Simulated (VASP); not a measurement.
Input:

```
CELL_PARAMETERS angstrom
      1.91144    -3.31070     0.00000
      1.91144     3.31070     0.00000
      0.00000     0.00000     6.15368
ATOMIC_POSITIONS crystal
  Mg 0.00000 0.00000 0.00000
  I  0.33333 0.66667 0.27131
  I  0.66667 0.33333 0.72869
```

Computed with PBEsol GGA, VASP's PBE PAW potentials (set 64) (plane waves; VASP). Settings: 500 eV cut-off, 7×7×4 Γ-centred mesh, Gaussian smearing of 0.050 eV, potentials Mg I.

Energy and stress use the plane-wave basis of the starting cell. Without a dispersion term in the relaxation, distances and binding between the weakly bound layers, chains or molecules are unreliable, and so is what depends on them.

Problem. The ions, cell shape and volume at an external pressure of 20.0 GPa are relaxed. Give the cell that the relaxation ends in.

Solution. 
```
CELL_PARAMETERS angstrom
      1.83308    -3.17498     0.00000
      1.83308     3.17498     0.00000
      0.00000     0.00000     5.95773
ATOMIC_POSITIONS crystal
  Mg 0.00000 0.00000 0.00000
  I  0.33333 0.66667 0.27832
  I  0.66667 0.33333 0.72168
```
Space group P-3m1 (164), at a tolerance of 0.03 Å.

Problem. How do energy and volume change from the first to the last step?

Solution. The energy (σ→0) changes by +258.4 meV/atom and the volume by -11.0 %, in 8 ionic steps.

The compound is MgI2 in the 1T layered structure. This run relaxes it under an external pressure of 20 GPa. Symmetry was kept, so distortions that lower it aren't found.
